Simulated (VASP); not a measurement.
Data:

```
MnSi
1.0
    4.46435     0.00000     0.00000
    0.00000     4.46435     0.00000
    0.00000     0.00000     4.46435
Mn Si
4 4
Direct
  0.86275   0.63725   0.36275
  0.36275   0.86275   0.63725
  0.13725   0.13725   0.13725
  0.63725   0.36275   0.86275
  0.15454   0.34546   0.65454
  0.65454   0.15454   0.34546
  0.84546   0.84546   0.84546
  0.34546   0.65454   0.15454
```
Starting moments (μB, in the order of the record's atoms Mn Mn Mn Mn Si Si Si Si): 0.9 0.9 0.9 0.9 0.0 0.0 0.0 0.0.

Method: PBEsol GGA, VASP's PBE PAW potentials (set 64) (plane waves; VASP). Run with 400 eV cut-off, 8×8×8 Γ-centred mesh, tetrahedra with Blöchl corrections, potentials Mn_pv Si.

The moments were started parallel, and other spin orders were not tried in this run.

**Question.** Tabulate the total density of states (states/eV per cell) against energy (eV; zero at the valence-band maximum or, without a gap, the Fermi level).

**Answer.** 
(E (eV), DOS (states/eV)): (-9.92, 1.85); (-9.69, 1.44); (-9.47, 1.01); (-9.24, 0.34); (-9.02, 0.36); (-8.80, 1.72); (-8.57, 2.95); (-8.35, 2.37); (-8.13, 2.25); (-7.90, 1.89); (-7.68, 1.42); (-7.46, 1.23); (-7.23, 1.27); (-7.01, 1.62); (-6.78, 1.16); (-6.56, 0.99); (-6.34, 1.37); (-6.11, 1.72); (-5.89, 2.89); (-5.67, 3.20); (-5.44, 2.85); (-5.22, 2.94); (-4.99, 2.27); (-4.77, 1.99); (-4.55, 3.81); (-4.32, 4.73); (-4.10, 4.04); (-3.88, 2.90); (-3.65, 4.13); (-3.43, 5.49); (-3.09, 4.91); (-2.87, 7.74); (-2.65, 5.43); (-2.42, 13.1); (-2.20, 7.31); (-1.97, 13.1); (-1.75, 7.61); (-1.53, 7.45); (-1.30, 5.88); (-1.08, 7.28); (-0.85, 8.35); (-0.63, 6.69); (-0.41, 7.97); (-0.18, 6.50); (0.04, 5.37); (0.26, 4.77); (0.49, 7.90); (0.71, 8.18); (0.94, 2.97); (1.16, 5.35); (1.38, 5.58); (1.61, 2.97); (1.83, 1.91); (2.05, 2.62); (2.28, 3.80); (2.50, 2.41); (2.73, 3.11); (2.95, 2.70); (3.17, 3.93); (3.40, 4.04)
Within 2 eV below the Fermi level the largest weight inside VASP's projection spheres is Mn d.

The compound is MnSi in the B20 structure. It was relaxed first, which changed the volume by -6 %.
